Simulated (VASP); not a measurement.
All values below come from PBE GGA, VASP's PBE PAW potentials (set 64) (plane waves; VASP).

Input for VASP

KPOINTS:
```
Regular mesh
0
G
7 7 7
0 0 0
```

**POSCAR**
```
Mo3Si
1
    4.7970851359     0.0000000000    -0.0000000000
    0.0000000000     4.7970851359    -0.0000000000
   -0.0000000000     0.0000000000     4.7970851359
Si Mo
2 6
Direct
  0.5000000000   0.5000000000   0.5000000000
  0.0000000000   1.0000000000   1.0000000000
  0.2500000000   0.0000000000   0.5000000000
  0.5000000000   0.2500000000   0.0000000000
  0.5000000000   0.7500000000   0.0000000000
  0.7500000000   1.0000000000   0.5000000000
  1.0000000000   0.5000000000   0.7500000000
  1.0000000000   0.5000000000   0.2500000000
```

### INCAR
```
! general
SYSTEM  = Mo3Si
PREC    = Accurate
ENCUT   = 500
LREAL   = .FALSE.
LASPH   = .TRUE.

! electronic loop
EDIFF   = 1E-6
NELM    = 100
ALGO    = Normal
LMAXMIX = 4

! smearing
ISMEAR  = 1
SIGMA   = 0.1

! functional
GGA     = PE

! ions
IBRION  = 2
NSW     = 40
ISIF    = 3
EDIFFG  = -0.02
PSTRESS = 200

! output
LWAVE   = .FALSE.
LCHARG  = .FALSE.
```

POTCAR, in this order: Si Mo_sv (PBE.64 set). Program: vasp_std.

The resulting files:

OUTCAR:
```
 ion  position               nearest neighbor table
   1  0.500  0.500  0.500-   3 2.68   4 2.68   5 2.68   6 2.68   7 2.68   8 2.68   4 2.68   5 2.68
                             3 2.68   6 2.68   7 2.68   8 2.68
   2  0.000  0.000  0.000-   3 2.68   4 2.68   5 2.68   6 2.68   7 2.68   8 2.68   3 2.68   6 2.68
                             7 2.68   8 2.68   4 2.68   5 2.68
   3  0.250  0.000  0.500-   6 2.40   6 2.40   1 2.68   2 2.68   1 2.68   2 2.68   8 2.94   5 2.94
                             4 2.94   5 2.94   4 2.94   7 2.94   8 2.94   7 2.94
   4  0.500  0.250  0.000-   5 2.40   5 2.40   1 2.68   1 2.68   2 2.68   2 2.68   8 2.94   3 2.94
                             3 2.94   6 2.94   6 2.94   7 2.94   7 2.94   8 2.94
   5  0.500  0.750  0.000-   4 2.40   4 2.40   1 2.68   1 2.68   2 2.68   2 2.68   8 2.94   3 2.94
                             3 2.94   6 2.94   6 2.94   7 2.94   7 2.94   8 2.94
   6  0.750  0.000  0.500-   3 2.40   3 2.40   1 2.68   2 2.68   1 2.68   2 2.68   8 2.94   4 2.94
                             4 2.94   5 2.94   5 2.94   7 2.94   8 2.94   7 2.94
   7  0.000  0.500  0.750-   8 2.40   8 2.40   1 2.68   2 2.68   2 2.68   1 2.68   3 2.94   4 2.94
                             5 2.94   3 2.94   6 2.94   6 2.94   4 2.94   5 2.94
   8  0.000  0.500  0.250-   7 2.40   7 2.40   1 2.68   2 2.68   2 2.68   1 2.68   3 2.94   4 2.94
                             5 2.94   3 2.94   6 2.94   6 2.94   4 2.94   5 2.94
  LATTYP: Found a simple cubic cell.
 ALAT       =     4.7970851359
 Subroutine PRICEL returns:
 Original cell was already a primitive cell.
 Subroutine GETGRP returns: Found 48 space group operations
The static configuration has the point symmetry T_h .
 The point group associated with its full space group is O_h .
The dynamic configuration has the point symmetry T_h .
 Subroutine INISYM returns: Found 48 space group operations
 Subroutine IBZKPT returns following result:
 Found     20 irreducible k-points:

 Following reciprocal coordinates:
            Coordinates               Weight
  0.000000  0.000000  0.000000      1.000000
  0.142857  0.000000  0.000000      6.000000
  0.285714  0.000000  0.000000      6.000000
  0.428571  0.000000  0.000000      6.000000
  0.142857  0.142857  0.000000     12.000000
  0.285714  0.142857  0.000000     24.000000
  0.428571  0.142857  0.000000     24.000000
  0.285714  0.285714  0.000000     12.000000
  0.428571  0.285714  0.000000     24.000000
  0.428571  0.428571  0.000000     12.000000
  0.142857  0.142857  0.142857      8.000000
  0.285714  0.142857  0.142857     24.000000
  0.428571  0.142857  0.142857     24.000000
  0.285714  0.285714  0.142857     24.000000
  0.428571  0.285714  0.142857     48.000000
  0.428571  0.428571  0.142857     24.000000
  0.285714  0.285714  0.285714      8.000000
  0.428571  0.285714  0.285714     24.000000
  0.428571  0.428571  0.285714     24.000000
  0.428571  0.428571  0.428571      8.000000
   k-points           NKPTS =     20   k-points in BZ     NKDIM =     20   number of bands    NBANDS=     55
   number of dos      NEDOS =    301   number of ions     NIONS =      8
   total plane-waves  NPLWV =  46656
   dimension x,y,z NGX =    36 NGY =   36 NGZ =   36
   dimension x,y,z NGXF=    72 NGYF=   72 NGZF=   72
   ions per type =               2   6
   PREC   = accura    normal or accurate (medium, high low for compatibility)
   ISTART =      0    job   : 0-new  1-cont  2-samecut
   ICHARG =      2    charge: 1-file 2-atom 10-const
   ISPIN  =      1    spin polarized calculation?
   LNONCOLLINEAR =      F non collinear calculations
   LSORBIT =      F    spin-orbit coupling
   INIWAV =      1    electr: 0-lowe 1-rand  2-diag
   ENCUT  =  500.0 eV  36.75 Ry    6.06 a.u.   8.75  8.75  8.75*2*pi/ulx,y,z
   NELM   =    100;   NELMIN=  2; NELMDL= -5     # of ELM steps
   EDIFF  = 0.1E-05   stopping-criterion for ELM
   LREAL  =      F    real-space projection
   NLSPLINE    = F    spline interpolate recip. space projectors
   LMAXMIX     =    4 max onsite mixed and CHGCAR
   VOSKOWN=      0    Vosko Wilk Nusair interpolation
   EDIFFG = -.2E-01   stopping-criterion for IOM
   NSW    =     40    number of steps for IOM
   NBLOCK =      1;   KBLOCK =     40    inner block; outer block
   IBRION =      2    ionic relax: 0-MD 1-quasi-New 2-CG
...
```

File OSZICAR:
```
       N       E                     dE             d eps       ncg     rms          rms(c)
DAV:   1     0.111049126229E+04    0.11105E+04   -0.55248E+04  2216   0.168E+03
DAV:   2    -0.308047000717E+02   -0.11413E+04   -0.11131E+04  2355   0.532E+02
DAV:   3    -0.813162054146E+02   -0.50512E+02   -0.48915E+02  2864   0.995E+01
DAV:   4    -0.823731186211E+02   -0.10569E+01   -0.10395E+01  2712   0.120E+01
DAV:   5    -0.823911272544E+02   -0.18009E-01   -0.17969E-01  2639   0.161E+00    0.493E+01
DAV:   6    -0.788863479474E+02    0.35048E+01   -0.12623E+01  2445   0.167E+01    0.153E+01
DAV:   7    -0.786047295682E+02    0.28162E+00   -0.92761E-01  2768   0.444E+00    0.392E+00
DAV:   8    -0.785622557661E+02    0.42474E-01   -0.10797E-01  2531   0.119E+00    0.525E-01
DAV:   9    -0.785615665516E+02    0.68921E-03   -0.56782E-03  2648   0.289E-01    0.279E-01
DAV:  10    -0.785616300704E+02   -0.63519E-04   -0.58417E-04  2708   0.157E-01    0.116E-01
DAV:  11    -0.785616410181E+02   -0.10948E-04   -0.20114E-05  2648   0.241E-02    0.226E-02
DAV:  12    -0.785616364802E+02    0.45379E-05   -0.10069E-05  2555   0.183E-02    0.335E-03
DAV:  13    -0.785616362796E+02    0.20057E-06   -0.19252E-07  1544   0.211E-03
   1 F= -.64781558E+02 E0= -.64780941E+02  d E =-.647816E+02
       N       E                     dE             d eps       ncg     rms          rms(c)
DAV:   1    -0.785303241872E+02    0.31312E-01   -0.25807E-01  2277   0.347E+00    0.126E+00
DAV:   2    -0.785215275330E+02    0.87967E-02   -0.28345E-02  2305   0.950E-01    0.182E-01
DAV:   3    -0.785210931418E+02    0.43439E-03   -0.29247E-03  2637   0.284E-01    0.162E-01
DAV:   4    -0.785211358274E+02   -0.42686E-04   -0.61851E-04  2599   0.709E-02    0.269E-02
DAV:   5    -0.785211228111E+02    0.13016E-04   -0.79543E-05  2467   0.437E-02    0.216E-02
DAV:   6    -0.785211286275E+02   -0.58164E-05   -0.86692E-06  2211   0.999E-03    0.329E-03
DAV:   7    -0.785211294663E+02   -0.83875E-06   -0.20451E-06  1787   0.533E-03
   2 F= -.64781062E+02 E0= -.64780425E+02  d E =0.495756E-03
       N       E                     dE             d eps       ncg     rms          rms(c)
DAV:   1    -0.785570687917E+02   -0.35940E-01   -0.14655E-01  2263   0.262E+00    0.941E-01
DAV:   2    -0.785521104787E+02    0.49583E-02   -0.16223E-02  2277   0.717E-01    0.138E-01
DAV:   3    -0.785518519198E+02    0.25856E-03   -0.16567E-03  2602   0.213E-01    0.119E-01
DAV:   4    -0.785518370500E+02    0.14870E-04   -0.34215E-04  2507   0.528E-02    0.200E-02
DAV:   5    -0.785518240514E+02    0.12999E-04   -0.46556E-05  2446   0.334E-02    0.172E-02
DAV:   6    -0.785518199862E+02    0.40652E-05   -0.38464E-06  2132   0.699E-03    0.225E-03
DAV:   7    -0.785518191994E+02    0.78677E-06   -0.10641E-06  1530   0.384E-03
   3 F= -.64781617E+02 E0= -.64780995E+02  d E =-.588337E-04
```

**OUTCAR**
```
------------------------ aborting loop because EDIFF is reached ----------------------------------------
  FORCE on cell =-STRESS in cart. coord.  units (eV):
  Direction    XX          YY          ZZ          XY          YZ          ZX
  --------------------------------------------------------------------------------------
  Total       13.7702664     13.7702664     13.7702664     -0.0000000      0.0000000      0.0000000
  in kB      200.0009272    200.0009272    200.0009272     -0.0000000      0.0000000      0.0000000
  external PRESSURE =       0.0009272 kB  Pullay stress =     200.0000000 kB
  volume of cell :      110.31
      direct lattice vectors                 reciprocal lattice vectors
     4.795938870  0.000000000  0.000000000     0.208509747  0.000000000 -0.000000000
    -0.000000000  4.795938870  0.000000000    -0.000000000  0.208509747  0.000000000
     0.000000000  0.000000000  4.795938870     0.000000000 -0.000000000  0.208509747
 POSITION                                       TOTAL-FORCE (eV/Angst)
 -----------------------------------------------------------------------------------
      2.39797      2.39797      2.39797        -0.000000     -0.000000      0.000000
      0.00000      0.00000      0.00000        -0.000000     -0.000000      0.000000
      1.19898      0.00000      2.39797        -0.000000      0.000000     -0.000000
      2.39797      1.19898      0.00000        -0.000000     -0.000000      0.000000
      2.39797      3.59695      0.00000         0.000000     -0.000000     -0.000000
      3.59695      0.00000      2.39797         0.000000     -0.000000      0.000000
     -0.00000      2.39797      3.59695        -0.000000     -0.000000     -0.000000
     -0.00000      2.39797      1.19898         0.000000      0.000000      0.000000
 -----------------------------------------------------------------------------------
    total drift:                                0.000000      0.000000     -0.000000
  FREE ENERGIE OF THE ION-ELECTRON SYSTEM (eV)
  ---------------------------------------------------
  free  energy   TOTEN  =       -78.5518191994 eV

  energy  without entropy=      -78.5499537161  energy(sigma->0) =      -78.55119737
  enthalpy is  TOTEN    =       -64.7816166101 eV   P V=       13.7702025893

 reached required accuracy - stopping structural energy minimisation
```
(Selected blocks of OUTCAR.)

**CONTCAR**
```
Mo3Si
   1.00000000000000
     4.7959388695216312    0.0000000000000000    0.0000000000000000
    -0.0000000000000000    4.7959388695216312    0.0000000000000000
     0.0000000000000000    0.0000000000000000    4.7959388695216312
  Si              Mo
     2     6
Direct
     0.5000000000000000    0.5000000000000000    0.5000000000000000
     0.0000000000000000    0.0000000000000000    0.0000000000000000
     0.2500000000000000    0.0000000000000000    0.5000000000000000
     0.5000000000000000    0.2500000000000000    0.0000000000000000
     0.5000000000000000    0.7500000000000000    0.0000000000000000
     0.7500000000000000    0.0000000000000000    0.5000000000000000
     0.0000000000000000    0.5000000000000000    0.7500000000000000
     0.0000000000000000    0.5000000000000000    0.2500000000000000
```

The compound is Mo3Si in the A15 structure. This run relaxes it under an external pressure of 20 GPa. Symmetry was kept, so distortions that lower it aren't found.
